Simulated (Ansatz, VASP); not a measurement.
# NiO (rocksalt prototype): VASP beside Ansatz, part 2 of 3

One calculation is typed for both programs; each brings its own data sets. How far apart do they land? The start cell is built, not measured: As first built, before any earlier steps moved the atoms or strained the cell (in the runner's words): rocksalt prototype, lattice guessed from radii. The cell is taken from a series of runs on this material, whose earlier steps may have relaxed, scaled, displaced or heated it; both programs get it as it stands.

VASP 6.6.1 and Ansatz 0.2.0.

So far: Starting point; Ansatz: single point, LDA, DFT+U, pair 1.

### Step 3. VASP: single point, LDA, DFT+U, pair 1

Level of this step: LDA, DFT+U (Ni d 4.8 eV), spin-polarised from a ferromagnetic start; plane waves and PAW (Ni, O) (VASP).

The same cell, functional (in two slightly different forms), mesh and smearing now go to VASP, with its own data sets.

Lines of VASP's logs that name or quote its potential files are left out, and so is its time.

INCAR reads:

```
SYSTEM = NiO
PREC = Accurate
ENCUT = 520
EDIFF = 1E-06
NELM = 200
ISMEAR = -1
SIGMA = 0.05
LREAL = .FALSE.
ALGO = Normal
GGA = CA
NBANDS = 17
ISPIN = 2
MAGMOM = 1.66 0.27
LDAU = .TRUE.
LDAUTYPE = 2
LDAUL = 2 -1
LDAUU = 4.8 0
LDAUJ = 0 0
LDAUPRINT = 1
LASPH = .TRUE.
LMAXMIX = 4
LORBIT = 11
LWAVE = .FALSE.
LCHARG = .FALSE.
ISIF = 2
GGA_COMPAT = .FALSE.
KPAR = 2
```

POSCAR reads:

```
NiO
1.0
    0.0000000000      2.1013440500      2.1013440500
    2.1013440500      0.0000000000      2.1013440500
    2.1013440500      2.1013440500      0.0000000000
Ni O
1 1
Direct
    0.0000000000      0.0000000000      0.0000000000
    0.5000000000      0.5000000000      0.5000000000
```

KPOINTS reads:

```
Automatic mesh
0
Gamma
10 10 10
0 0 0
```

The projector-augmented-wave data sets are Ni and O (LDA family, release 64).

Launch:

```
$ mpirun -np 2 vasp_std
```

Numbers of over 12 decimals in the logs are rounded to 6 here.

The log of the run:

```text
[banner, memory and clock lines left out]
running    2 mpi-ranks, on    1 nodes
 distrk:  each k-point on    1 cores,    2 groups
 distr:  one band on    1 cores,    1 groups

 POSCAR found type information on POSCAR NiO
 POSCAR found :  2 types and       2 ions
 LDA part: xc-table for (Slater(with rela. corr.)+CA(PZ))
 , standard interpolation
 POSCAR, INCAR and KPOINTS ok, starting setup
 FFT: planning ... GRIDC
 FFT: planning ... GRID_SOFT
 FFT: planning ... GRID
 WAVECAR not read
 entering main loop
       N       E                     dE             d eps       ncg     rms          rms(c)
DAV:   1     0.838370498562E+02    0.83837E+02   -0.74196E+03  3316   0.117E+03
DAV:   2    -0.718581612857E+01   -0.91023E+02   -0.79694E+02  3397   0.245E+02
DAV:   3    -0.122022206768E+02   -0.50164E+01   -0.49047E+01  3748   0.620E+01
DAV:   4    -0.122449689854E+02   -0.42748E-01   -0.42723E-01  3882   0.557E+00
DAV:   5    -0.122455844720E+02   -0.61549E-03   -0.61544E-03  3832   0.670E-01    0.152E+01
DAV:   6    -0.117959179171E+02    0.44967E+00   -0.13001E+01  3859   0.715E+01    0.179E+01
DAV:   7    -0.115892310686E+02    0.20669E+00   -0.17020E+00  3681   0.345E+01    0.836E+00
DAV:   8    -0.117445779127E+02   -0.15535E+00   -0.23428E-01  3896   0.538E+00    0.510E+00
DAV:   9    -0.117992955121E+02   -0.54718E-01   -0.42852E-02  3944   0.762E+00    0.546E-01
DAV:  10    -0.118052166126E+02   -0.59211E-02   -0.20876E-02  3802   0.199E+00    0.354E-01
DAV:  11    -0.118049319393E+02    0.28467E-03   -0.26654E-03  3788   0.119E+00    0.116E-01
DAV:  12    -0.118051340694E+02   -0.20213E-03   -0.27693E-04  3496   0.341E-01    0.515E-02
DAV:  13    -0.118051742807E+02   -0.40211E-04   -0.64767E-05  4647   0.228E-01    0.135E-02
DAV:  14    -0.118051782816E+02   -0.40009E-05   -0.21086E-05  3814   0.476E-02    0.417E-03
DAV:  15    -0.118051781750E+02    0.10662E-06   -0.55083E-07  2139   0.990E-03
   1 F= -.11805178E+02 E0= -.11805178E+02  d E =-.182322E-06  mag=     2.0000
```

From OUTCAR (step 3):

```text
ion  position               nearest neighbor table
   1  0.000  0.000  0.000-   2 2.10   2 2.10   2 2.10   2 2.10   2 2.10   2 2.10
   2  0.500  0.500  0.500-   1 2.10   1 2.10   1 2.10   1 2.10   1 2.10   1 2.10

  LATTYP: Found a face centered cubic cell.
 ALAT       =     4.2026881000

 Subroutine GETGRP returns: Found 48 space group operations
 (whereof 48 operations were pure point group operations)

The static configuration has the point symmetry O_h .

 Found     47 irreducible k-points:

   k-points           NKPTS =     47   k-points in BZ     NKDIM =     47   number of bands    NBANDS=     17

   dimension x,y,z NGX =    24 NGY =   24 NGZ =   24
   dimension x,y,z NGXF=    48 NGYF=   48 NGZF=   48

   ENCUT  =  520.0 eV  38.22 Ry    6.18 a.u.   5.53  5.53  5.53*2*pi/ulx,y,z

   NELECT =      16.0000    total number of electrons

 k-points in reciprocal lattice and weights: Automatic mesh
   0.00000000  0.00000000  0.00000000       0.001
   0.10000000  0.00000000  0.00000000       0.008
   0.20000000  0.00000000  0.00000000       0.008
   0.30000000  0.00000000  0.00000000       0.008
   0.40000000  0.00000000  0.00000000       0.008
   0.50000000  0.00000000  0.00000000       0.004
   0.10000000  0.10000000  0.00000000       0.006
   0.20000000  0.10000000  0.00000000       0.024
   0.30000000  0.10000000  0.00000000       0.024
[...]
-0.30000000  0.40000000  0.20000000       0.024
  -0.30000000  0.50000000  0.20000000       0.012

atom =   1  type =  1  l = 2

 onsite density matrix

spin component  1

  0.9780 -0.0000 -0.0000 -0.0000  0.0000
 -0.0000  0.9780  0.0000  0.0000  0.0000
 -0.0000  0.0000  1.0275 -0.0000 -0.0000
 -0.0000  0.0000 -0.0000  0.9780 -0.0000
  0.0000  0.0000 -0.0000 -0.0000  1.0275

spin component  2

  0.9753 -0.0000  0.0000 -0.0000  0.0000
 -0.0000  0.9753 -0.0000  0.0000  0.0000
  0.0000 -0.0000  0.1774  0.0000  0.0000
 -0.0000  0.0000  0.0000  0.9753 -0.0000
  0.0000  0.0000  0.0000 -0.0000  0.1774

 occupancies and eigenvectors

  o =  0.1774  v =  0.0000  0.0000  0.0000  0.0000  0.0000  0.0000  0.0000  0.0632  0.0000  0.9980      0.0000  0.0000  0.0000  0.0000  0.0000  0.0000  0.0000  0.0000  0.0000  0.0000
  o =  0.1774  v =  0.0000  0.0000  0.0000  0.0000  0.0000  0.0000 -0.0000 -0.9980 -0.0000  0.0632      0.0000  0.0000  0.0000  0.0000  0.0000  0.0000  0.0000  0.0000  0.0000  0.0000
  o =  0.9753  v =  0.0000  0.0000  0.0000  0.0000  0.0000  0.0000  0.9866 -0.0000 -0.1631  0.0000      0.0000  0.0000  0.0000  0.0000  0.0000  0.0000  0.0000  0.0000  0.0000  0.0000
  o =  0.9753  v =  0.0000  0.0000  0.0000  0.0000  0.0000  0.0000  0.1631 -0.0000  0.9866 -0.0000      0.0000  0.0000  0.0000  0.0000  0.0000  0.0000  0.0000  0.0000  0.0000  0.0000
  o =  0.9753  v =  0.0000  0.0000  0.0000  0.0000  0.0000  1.0000  0.0000  0.0000  0.0000  0.0000      0.0000  0.0000  0.0000  0.0000  0.0000  0.0000  0.0000  0.0000  0.0000  0.0000
  o =  0.9780  v =  0.0000 -0.9532 -0.0000  0.3022  0.0000  0.0000  0.0000  0.0000  0.0000  0.0000      0.0000  0.0000  0.0000  0.0000  0.0000  0.0000  0.0000  0.0000  0.0000  0.0000
  o =  0.9780  v =  0.0000 -0.3022 -0.0000 -0.9532  0.0000  0.0000  0.0000  0.0000  0.0000  0.0000      0.0000  0.0000  0.0000  0.0000  0.0000  0.0000  0.0000  0.0000  0.0000  0.0000
  o =  0.9780  v =  1.0000  0.0000  0.0000  0.0000  0.0000  0.0000  0.0000  0.0000  0.0000  0.0000      0.0000  0.0000  0.0000  0.0000  0.0000  0.0000  0.0000  0.0000  0.0000  0.0000
  o =  1.0275  v =  0.0000 -0.0000  0.9999 -0.0000 -0.0135  0.0000  0.0000  0.0000  0.0000  0.0000      0.0000  0.0000  0.0000  0.0000  0.0000  0.0000  0.0000  0.0000  0.0000  0.0000
  o =  1.0275  v =  0.0000  0.0000  0.0135 -0.0000  0.9999  0.0000  0.0000  0.0000  0.0000  0.0000      0.0000  0.0000  0.0000  0.0000  0.0000  0.0000  0.0000  0.0000  0.0000  0.0000

 average (electrostatic) potential at core
       1 -84.5737       2 -69.0710

 E-fermi :   7.0749

 spin component 1
 k-point     1 :       0.0000    0.0000    0.0000
  band No.  band energies     occupation
    ...
      5       2.0847      1.00000
      6       2.0847      1.00000
      7       4.6759      1.00000
      8       4.6759      1.00000
      9       4.6759      1.00000
     10       8.8079      0.00000
     11      24.3853      0.00000
     12      24.3853      0.00000
     13      24.3853      0.00000
     14      24.9404      0.00000
    ...

 k-point     2 :       0.1000    0.0000    0.0000
  band No.  band energies     occupation
    ...
      5       2.1113      1.00000
      6       2.1113      1.00000
      7       4.1741      1.00000
      8       4.9136      1.00000
      9       4.9136      1.00000
     10       9.5144      0.00000
     11      22.0306      0.00000
     12      24.2646      0.00000
     13      24.2646      0.00000
     14      26.6795      0.00000
    ...

 k-point     3 :       0.2000    0.0000    0.0000
  band No.  band energies     occupation
    ...
      5       2.2364      1.00000
      6       2.2364      1.00000
      7       3.6140      1.00000
      8       5.4336      1.00000
      9       5.4336      1.00000
     10      10.8643      0.00000
     11      19.7337      0.00000
     12      23.4272      0.00000
     13      23.4272      0.00000
     14      26.9693      0.00000
    ...

 k-point     4 :       0.3000    0.0000    0.0000
  band No.  band energies     occupation
    ...
      5       2.4222      1.00000
      6       2.4222      1.00000
      7       3.5409      1.00000
      8       5.9645      1.00000
      9       5.9645      1.00000
     10      12.0563      0.00000
     11      18.0387      0.00000
     12      22.1757      0.00000
     13      22.1757      0.00000
     14      26.9125      0.00000
    ...

 k-point     5 :       0.4000    0.0000    0.0000
  band No.  band energies     occupation
    ...
      5       2.5825      1.00000
      6       2.5825      1.00000
      7       3.6532      1.00000
      8       6.3442      1.00000
      9       6.3442      1.00000
     10      12.6638      0.00000
     11      17.1858      0.00000
     12      21.2456      0.00000
     13      21.2456      0.00000
     14      27.0044      0.00000
    ...

 k-point     6 :       0.5000    0.0000    0.0000
  band No.  band energies     occupation
    ...
      5       2.6453      1.00000
      6       2.6453      1.00000
      7       3.7192      1.00000
      8       6.4817      0.99999
      9       6.4817      0.99999
     10      12.7747      0.00000
     11      17.0022      0.00000
     12      20.9108      0.00000
     13      20.9108      0.00000
     14      27.1044      0.00000
    ...

  Total       -2.0608329     -2.0608329     -2.0608329      0.0000000      0.0000000     -0.0000000
  in kB     -177.9229122   -177.9229122   -177.9229122      0.0000000      0.0000000     -0.0000000
  external PRESSURE =    -177.9229122 kB  Pullay stress =       0.0000000 kB

  energy-cutoff  :      520.00
  volume of cell :       18.56
      direct lattice vectors                 reciprocal lattice vectors
     0.000000000  2.101344050  2.101344050    -0.237942949  0.237942949  0.237942949
     2.101344050  0.000000000  2.101344050     0.237942949 -0.237942949  0.237942949
     2.101344050  2.101344050  0.000000000     0.237942949  0.237942949 -0.237942949

 POSITION                                       TOTAL-FORCE (eV/Angst)
 -----------------------------------------------------------------------------------
      0.00000      0.00000      0.00000         0.000000      0.000000      0.000000
      2.10134      2.10134      2.10134        -0.000000     -0.000000      0.000000
 -----------------------------------------------------------------------------------
    total drift:                                0.000000     -0.000000     -0.000000

  FREE ENERGIE OF THE ION-ELECTRON SYSTEM (eV)
  ---------------------------------------------------
  free  energy   TOTEN  =       -11.8051781750 eV

  energy  without entropy=      -11.8051779926  energy(sigma->0) =      -11.80517808

 total charge
# of ion       s       p       d       tot
------------------------------------------
    1        0.341   0.412   8.243   8.996
    2        1.536   3.430   0.000   4.965
--------------------------------------------------
tot          1.877   3.842   8.243  13.961

 magnetization (x)
# of ion       s       p       d       tot
------------------------------------------
    1        0.010   0.014   1.707   1.731
    2        0.022   0.219   0.000   0.242
--------------------------------------------------
tot          0.032   0.233   1.707   1.973

[... 6 further parts left out ...]
```

The cell holds one magnetic atom, so no antiferromagnetic order fits into it.

### Step 4. Differences

Known differences besides the potentials themselves: VASP starts from the moments at which Ansatz ended; U acts on the PAW sphere in VASP and on atomic orbitals in Ansatz, so only states and trends compare; the two LDA forms differ slightly; the data sets hold 24 valence electrons in Ansatz (on its default PAW (the set named soft_2) files) and 16 in VASP; the cutoff is 420 eV in Ansatz and 520 eV in VASP; VASP's log shows a relativistic correction to its local exchange, Ansatz's none; site moments are counted in spheres of each program's own size. Total energies have different zeros and are not compared.

The two programs side by side:

```
          quantity  Ansatz  VASP  difference
 total moment (μB)    2.00  2.00        0.00
moment on Ni1 (μB)    1.66  1.73       -0.07
 moment on O2 (μB)    0.27  0.24       +0.03
```

### Step 5. Ansatz: single point, LDA, DFT+U, pair 2

A single point takes one fixed geometry, so differences don't come from the geometry; what else differs is listed under the comparison.

The cell is taken from a series of runs on this material, whose earlier steps may have relaxed, scaled, displaced or heated it; both programs get it as it stands.

input.yaml reads:

```yaml
crystal:
  lattice:
    - [0.0, 2.10134405, 2.10134405]
    - [2.10134405, 0.0, 2.10134405]
    - [2.10134405, 2.10134405, 0.0]
  atoms:
    - { symbol: Ni, position: [0.0, 0.0, 0.0], spin: 2.0 }
    - { symbol: O, position: [0.5, 0.5, 0.5] }
magnetization:
  spin_polarized: true
kpoints:
  mp_grid: { grid: [11, 11, 11] }
hamiltonian:
  xc: lda
  hubbard:
    sites: [{ species: Ni, l: d, u_eff: 9.6 }]
    projectors: ortho-atomic
scf:
  occupations: { method: fermi_dirac, width: 0.06 }
output:
  eigenvalues: true
```

Launch:

```
$ ansatz run input.yaml --threads 4 --pin off --max-ram 8192MiB --backend cpu --events-out ev --progress --plain --runs-dir out
```

The log of the run:

```text
[...]
Crystal: 2 atoms, lattice volume = 18.558 Å³
Basis set: ecut = 420 eV, 339 PW (Γ)
Bands: 17, of which v1, the nominal top of the filled ones, is band 12 counted from 1 (11 counted from 0)
Symmetry: 48 space group operations
[...]
k-points: 56 of 1331
[...]
Starting moments: Σ|m| = 2 μB on 1 of 2 sites
[...]
k-point 1 ↑: bands = [... 8 lower, 5.4115, 5.4115, 10.8369, 11.5249, 11.5249, 15.7745, 29.2030, 31.6834, ... 1 higher]
  k-point 2 ↑: bands = [... 8 lower, 5.5251, 5.5251, 9.8601, 11.8524, 11.8524, 17.0249, 26.9088, 30.4743, ... 1 higher]
  k-point 55 ↓: bands = [... 8 lower, 9.3499, 9.6706, 9.8840, 16.4859, 16.8920, 22.3111, 24.2476, 24.4732, ... 1 higher]
Occupation matrices written to <dir>
[key lines of the parts left out:]
SCF converged after 15 iterations
Magnetization: 2.0000 μB (13.0000 up, 11.0000 down)
Free energy (F): -6325.228460 eV
Fermi energy:    14.097374 eV
```

### Step 6. VASP: single point, LDA, DFT+U, pair 2

The same cell, functional (in two slightly different forms), mesh and smearing now go to VASP, with its own data sets.

Changes to INCAR since step 3:

```diff
@@ -6,3 +6,3 @@
 ISMEAR = -1
-SIGMA = 0.05
+SIGMA = 0.06
 LREAL = .FALSE.
@@ -12,3 +12,3 @@
 ISPIN = 2
-MAGMOM = 1.66 0.27
+MAGMOM = 1.76 0.16
 LDAU = .TRUE.
@@ -16,3 +16,3 @@
 LDAUL = 2 -1
-LDAUU = 4.8 0
+LDAUU = 9.6 0
 LDAUJ = 0 0
```

POSCAR is that of step 3.

KPOINTS reads:

```
Automatic mesh
0
Gamma
11 11 11
0 0 0
```

Launch:

```
$ mpirun -np 2 vasp_std
```

The log of the run:

```text
[... set-up lines as in an earlier step ...]
 entering main loop
       N       E                     dE             d eps       ncg     rms          rms(c)
DAV:   1     0.846061631034E+02    0.84606E+02   -0.73598E+03  3976   0.119E+03
DAV:   2    -0.375589121498E+01   -0.88362E+02   -0.77110E+02  4090   0.244E+02
DAV:   3    -0.931432720470E+01   -0.55584E+01   -0.54423E+01  4400   0.651E+01
DAV:   4    -0.936369508336E+01   -0.49368E-01   -0.49348E-01  4507   0.612E+00
[...]
DAV:  13    -0.112102304046E+02   -0.10680E-03   -0.21470E-04  4734   0.231E-01    0.251E-02
DAV:  14    -0.112102416269E+02   -0.11222E-04   -0.42194E-05  4427   0.580E-02    0.142E-02
DAV:  15    -0.112102417989E+02   -0.17200E-06   -0.24288E-06  3954   0.140E-02
   1 F= -.11210242E+02 E0= -.11210242E+02  d E =-.594278E-10  mag=     2.0000
```

From OUTCAR (step 6):

```text
  Total       -2.8601513     -2.8601513     -2.8601513     -0.0000000      0.0000000      0.0000000
  in kB     -246.9324172   -246.9324172   -246.9324172     -0.0000000      0.0000000      0.0000000
  external PRESSURE =    -246.9324172 kB  Pullay stress =       0.0000000 kB

 POSITION                                       TOTAL-FORCE (eV/Angst)
 -----------------------------------------------------------------------------------
      0.00000      0.00000      0.00000         0.000000      0.000000      0.000000
      2.10134      2.10134      2.10134         0.000000      0.000000     -0.000000
 -----------------------------------------------------------------------------------
    total drift:                                0.000000     -0.000000     -0.000000

  FREE ENERGIE OF THE ION-ELECTRON SYSTEM (eV)
  ---------------------------------------------------
  free  energy   TOTEN  =       -11.2102417989 eV

  energy  without entropy=      -11.2102417989  energy(sigma->0) =      -11.21024180

 magnetization (x)
# of ion       s       p       d       tot
------------------------------------------
    1        0.009   0.012   1.882   1.903
    2        0.011   0.106   0.000   0.116
--------------------------------------------------
tot          0.020   0.118   1.882   2.019

[... 1 part as in an earlier step ...]

[... 2 further parts left out ...]
[key lines of the parts left out:]
E-fermi :   6.9444
```

The run ends at a pressure of -24.69 GPa.

### Step 7. Comparison

What differs besides the data sets and the points named for the pairs above, as far as they apply: the data sets hold 24 valence electrons in Ansatz (on its default PAW (the set named soft_2) files) and 16 in VASP. Total energies have different zeros and are not compared.

Both answers:

```
              quantity  Ansatz   VASP  difference
gap on the k mesh (eV)   2.294  3.176      -0.882
     total moment (μB)    2.00   2.00        0.00
    moment on Ni1 (μB)    1.76   1.90       -0.14
     moment on O2 (μB)    0.16   0.12       +0.05
```

A gap on the mesh is an upper bound, since the band edges may lie between its points.

[end of part 2 of 3]

[Lines on the potential files, build, host, timing and source positions are cut from VASP's logs without a mark.]

[Logs are printed without paths, hosts, clocks, repeated set-up lines and the standing remarks that a program may print on its own settings, such as how far it seeks lower states.]

[Hosts, paths, dates, database ids (printed as entryN), source tags and the programs' standing remarks are cut or masked in the printed files.]
